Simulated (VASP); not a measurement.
Output of a VASP run:

**OSZICAR**
```
       N       E                     dE             d eps       ncg     rms          rms(c)
DAV:   1     0.872879626043E+02    0.87288E+02   -0.77632E+03   810   0.101E+03
DAV:   2    -0.217453684250E+01   -0.89462E+02   -0.83911E+02   904   0.229E+02
DAV:   3    -0.555130695868E+01   -0.33768E+01   -0.33679E+01   874   0.471E+01
DAV:   4    -0.557815734712E+01   -0.26850E-01   -0.26849E-01   844   0.476E+00
DAV:   5    -0.557855224861E+01   -0.39490E-03   -0.39490E-03   889   0.568E-01    0.636E+00
DAV:   6    -0.552201808391E+01    0.56534E-01   -0.13837E-02   809   0.162E+00    0.518E+00
DAV:   7    -0.548419887992E+01    0.37819E-01   -0.14622E-02   794   0.134E+00    0.421E+00
DAV:   8    -0.545867144735E+01    0.25527E-01   -0.66073E-03   819   0.999E-01    0.345E+00
DAV:   9    -0.544087805206E+01    0.17793E-01   -0.39805E-03   789   0.798E-01    0.282E+00
DAV:  10    -0.542827532293E+01    0.12603E-01   -0.30562E-03   789   0.658E-01    0.232E+00
DAV:  11    -0.541926667553E+01    0.90086E-02   -0.19802E-03   794   0.540E-01    0.191E+00
DAV:  12    -0.541274337375E+01    0.65233E-02   -0.12995E-03   792   0.444E-01    0.158E+00
DAV:  13    -0.540798570858E+01    0.47577E-02   -0.98330E-04   794   0.376E-01    0.131E+00
DAV:  14    -0.540450204674E+01    0.34837E-02   -0.67056E-04   804   0.316E-01    0.108E+00
DAV:  15    -0.540193821270E+01    0.25638E-02   -0.48249E-04   789   0.269E-01    0.903E-01
DAV:  16    -0.540004749643E+01    0.18907E-02   -0.36041E-04   819   0.231E-01    0.754E-01
DAV:  17    -0.539865294234E+01    0.13946E-02   -0.26479E-04   804   0.199E-01    0.634E-01
DAV:  18    -0.539762445429E+01    0.10285E-02   -0.19584E-04   829   0.173E-01    0.533E-01
DAV:  19    -0.539686727258E+01    0.75718E-03   -0.15154E-04   819   0.151E-01    0.452E-01
DAV:  20    -0.539631163070E+01    0.55564E-03   -0.11279E-04   832   0.132E-01    0.384E-01
DAV:  21    -0.539590558187E+01    0.40605E-03   -0.88974E-05   827   0.116E-01    0.329E-01
DAV:  22    -0.539561063824E+01    0.29494E-03   -0.67575E-05   827   0.102E-01    0.282E-01
DAV:  23    -0.539539806785E+01    0.21257E-03   -0.54121E-05   799   0.899E-02    0.244E-01
DAV:  24    -0.539524645136E+01    0.15162E-03   -0.41382E-05   802   0.794E-02    0.211E-01
DAV:  25    -0.539513970762E+01    0.10674E-03   -0.33629E-05   792   0.705E-02    0.184E-01
DAV:  26    -0.539506592346E+01    0.73784E-04   -0.26128E-05   792   0.625E-02    0.161E-01
DAV:  27    -0.539501614825E+01    0.49775E-04   -0.21334E-05   792   0.557E-02    0.141E-01
DAV:  28    -0.539498376429E+01    0.32384E-04   -0.16766E-05   797   0.495E-02    0.124E-01
DAV:  29    -0.539496382471E+01    0.19940E-04   -0.13766E-05   787   0.442E-02    0.110E-01
DAV:  30    -0.539495269922E+01    0.11125E-04   -0.10916E-05   789   0.394E-02    0.970E-02
DAV:  31    -0.539494769530E+01    0.50039E-05   -0.90033E-06   792   0.352E-02    0.862E-02
DAV:  32    -0.539494685921E+01    0.83609E-06   -0.71716E-06   784   0.314E-02
   1 F= -.53949469E+01 E0= -.53949469E+01  d E =-.119570E-12
```

### OUTCAR
```
------------------------ aborting loop because EDIFF is reached ----------------------------------------
  FORCE on cell =-STRESS in cart. coord.  units (eV):
  Direction    XX          YY          ZZ          XY          YZ          ZX
  --------------------------------------------------------------------------------------
  Total        0.3673050      0.3673050      0.3673050     -0.0000000     -0.0000000     -0.0000000
  in kB       13.7695085     13.7695085     13.7695085     -0.0000000     -0.0000000     -0.0000000
  external PRESSURE =      13.7695085 kB  Pullay stress =       0.0000000 kB
  volume of cell :       42.74
      direct lattice vectors                 reciprocal lattice vectors
     0.000000000  2.775000000  2.775000000    -0.180180180  0.180180180  0.180180180
     2.775000000  0.000000000  2.775000000     0.180180180 -0.180180180  0.180180180
     2.775000000  2.775000000  0.000000000     0.180180180  0.180180180 -0.180180180
  FREE ENERGIE OF THE ION-ELECTRON SYSTEM (eV)
  ---------------------------------------------------
  free  energy   TOTEN  =        -5.3949468592 eV

  energy  without entropy=       -5.3949468592  energy(sigma->0) =       -5.39494686
```
(Selected blocks of OUTCAR.)

POSCAR:
```
AgCl
1
    0.0000000000     2.7750000000     2.7750000000
    2.7750000000     0.0000000000     2.7750000000
    2.7750000000     2.7750000000     0.0000000000
Ag Cl
1 1
Direct
  0.0000000000   0.0000000000   0.0000000000
  0.5000000000   0.5000000000   0.5000000000
```

Question: Write an INCAR and KPOINTS that could have produced this output.

Answer: Several could match; the one computed here: the input of the run itself, PBE GGA, plane waves, VASP's PBE PAW potentials (set 64).

**KPOINTS**
```
Automatic mesh
0
Gamma
8 8 8
0 0 0
```

### INCAR
```
SYSTEM = AgCl
PREC = Accurate
ENCUT = 400
EDIFF = 1E-6
NELM = 100
ALGO = Normal
LREAL = .FALSE.
LASPH = .TRUE.
ISMEAR = 0
SIGMA = 0.05
GGA = PE
LMAXMIX = 4
LWAVE = .FALSE.
LCHARG = .FALSE.
ISIF = 2
AMIX = 0.2
BMIX = 3.0
IMIX = 1
```

POTCAR, in this order: Ag Cl (PBE.64 set). Program: vasp_std.

The compound is AgCl in the rock salt structure. The cell was not relaxed at this level. The run is one of a series of settings (AMIX = 0.2, BMIX = 3.0, IMIX = 1 against the base run), some of them coarse on purpose.
